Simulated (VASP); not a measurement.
Here is a VASP 6.6.1 calculation.

POSCAR

```
GaF
1.0
    3.1659200000      0.0000000000      0.0000000000
    0.0000000000      3.1659200000      0.0000000000
    0.0000000000      0.0000000000      3.1659200000
Ga F
1 1
Direct
    0.0000000000      0.0000000000      0.0000000000
    0.5000000000      0.5000000000      0.5000000000
```

INCAR.step1

```
SYSTEM = GaF
ALGO     = Normal         ! electronic algorithm
EDIFF    = 1E-8           ! SCF threshold, eV
ENCUT    = 520            ! plane-wave cutoff, eV
GGA      = PE             ! functional
ISIF     = 2              ! what is computed and relaxed
ISMEAR   = -1             ! smearing method
LASPH    = .True.         ! aspherical terms in the spheres
LCHARG   = .False.        ! write CHGCAR
LEPSILON = .True.         ! dielectric tensor by DFPT
LREAL    = .False.        ! projectors in reciprocal space
LWAVE    = .False.        ! write WAVECAR
NELM     = 60             ! most SCF steps
PREC     = Accurate       ! precision mode
SIGMA    = 0.05           ! smearing width, eV
```

The input KPOINTS.step1:

```
Automatic mesh
0
G
  8 8 8
  0 0 0
```

INCAR.step2

```
SYSTEM = GaF
ALGO     = Normal         ! electronic algorithm
EDIFF    = 1E-5           ! SCF threshold, eV
ENCUT    = 520            ! plane-wave cutoff, eV
GGA      = PE             ! functional
ISIF     = 2              ! what is computed and relaxed
ISMEAR   = -1             ! smearing method
LASPH    = .True.         ! aspherical terms in the spheres
LCHARG   = .False.        ! write CHGCAR
LREAL    = .False.        ! projectors in reciprocal space
LWAVE    = .True.         ! write WAVECAR
NBANDS   = 17             ! bands
NELM     = 60             ! most SCF steps
PREC     = Accurate       ! precision mode
SIGMA    = 0.05           ! smearing width, eV
```

File KPOINTS.step2:

```
k-points
0
Gamma
  4 4 4
  0 0 0
```

INCAR.step3

```
SYSTEM = GaF
AEXX     = 0.1172         ! exact-exchange fraction
ALGO     = Normal         ! electronic algorithm
EDIFF    = 1E-7           ! SCF threshold, eV
ENCUT    = 520            ! plane-wave cutoff, eV
HFRCUT   = -1           
ISIF     = 2              ! what is computed and relaxed
ISMEAR   = -1             ! smearing method
ISTART   = 1            
LASPH    = .True.         ! aspherical terms in the spheres
LCHARG   = .False.        ! write CHGCAR
LHFCALC  = .True.         ! exact exchange
LMIXTAU  = .True.       
LREAL    = .False.        ! projectors in reciprocal space
LWAVE    = .False.        ! write WAVECAR
METAGGA  = R2SCAN         ! meta-GGA
NBANDS   = 17             ! bands
NELM     = 60             ! most SCF steps
PREC     = Accurate       ! precision mode
PRECFOCK = Normal       
SIGMA    = 0.05           ! smearing width, eV
```

The input KPOINTS.step3:

```
k-points
0
Gamma
  4 4 4
  0 0 0
```

The input KPOINTS_OPT:

```
path GXMGRX,MR
10
line-mode
reciprocal
 0.0000000000  0.0000000000  0.0000000000  G
 0.0000000000  0.5000000000  0.0000000000  X

 0.0000000000  0.5000000000  0.0000000000  X
 0.5000000000  0.5000000000  0.0000000000  M

 0.5000000000  0.5000000000  0.0000000000  M
 0.0000000000  0.0000000000  0.0000000000  G

 0.0000000000  0.0000000000  0.0000000000  G
 0.5000000000  0.5000000000  0.5000000000  R

 0.5000000000  0.5000000000  0.5000000000  R
 0.0000000000  0.5000000000  0.0000000000  X

 0.5000000000  0.5000000000  0.0000000000  M
 0.5000000000  0.5000000000  0.5000000000  R
```

Potentials or basis: VASP PAW PBE potentials, release 64 (Ga_d, F).

Run with:

```console
$ cat potpaw_PBE.64/Ga_d/POTCAR potpaw_PBE.64/F/POTCAR > POTCAR
$ cp INCAR.step1 INCAR
$ cp KPOINTS.step1 KPOINTS
$ mpirun -np 1 vasp_std > vasp.out
$ cp INCAR.step2 INCAR
$ cp KPOINTS.step2 KPOINTS
$ mpirun -np 1 vasp_std > vasp.out
$ cp INCAR.step3 INCAR
$ cp KPOINTS.step3 KPOINTS
$ mpirun -np 1 vasp_std > vasp.out
```

Q: Estimate the pressure.

A: -1.3 GPa.

Q: Predict the band gap along the path.

A: 1.05 eV, indirect (least direct gap 2.21 eV).

Q: Estimate the band gap on the k mesh.

A: 1.05 eV, indirect (least direct gap 2.21 eV).

Levels at the corners of the path, in eV from the valence-band top:
| point | band 7 | band 8 | band 9 | band 10 | band 11 | band 12 | band 13 | band 14 |
| --- | --- | --- | --- | --- | --- | --- | --- | --- |
| Γ | -6.54 | -4.31 | -4.31 | -4.31 | 9.45 | 9.45 | 9.45 | 10.91 |
| X | -7.61 | -4.03 | -4.03 | -1.16 | 1.05 | 9.55 | 9.55 | 13.76 |
| X | -7.61 | -4.03 | -4.03 | -1.16 | 1.05 | 9.55 | 9.55 | 13.76 |
| M | -5.71 | -5.71 | -3.94 | -2.86 | 4.23 | 4.23 | 10.38 | 11.52 |
| M | -5.71 | -5.71 | -3.94 | -2.86 | 4.23 | 4.23 | 10.38 | 11.52 |
| Γ | -6.54 | -4.31 | -4.31 | -4.31 | 9.45 | 9.45 | 9.45 | 10.91 |
| Γ | -6.54 | -4.31 | -4.31 | -4.31 | 9.45 | 9.45 | 9.45 | 10.91 |
| R | -4.88 | -4.88 | -4.88 | 0.00 | 3.10 | 3.10 | 3.10 | 13.37 |
| R | -4.88 | -4.88 | -4.88 | 0.00 | 3.10 | 3.10 | 3.10 | 13.37 |
| X | -7.61 | -4.03 | -4.03 | -1.16 | 1.05 | 9.55 | 9.55 | 13.76 |
| M | -5.71 | -5.71 | -3.94 | -2.86 | 4.23 | 4.23 | 10.38 | 11.52 |
| R | -4.88 | -4.88 | -4.88 | 0.00 | 3.10 | 3.10 | 3.10 | 13.37 |

Caveat: the k mesh is coarse (spacing up to 0.50 Å⁻¹), so the values aren't converged, least of all with exact exchange; the PAW data sets were made with another functional, which shifts forces and pressure a little.
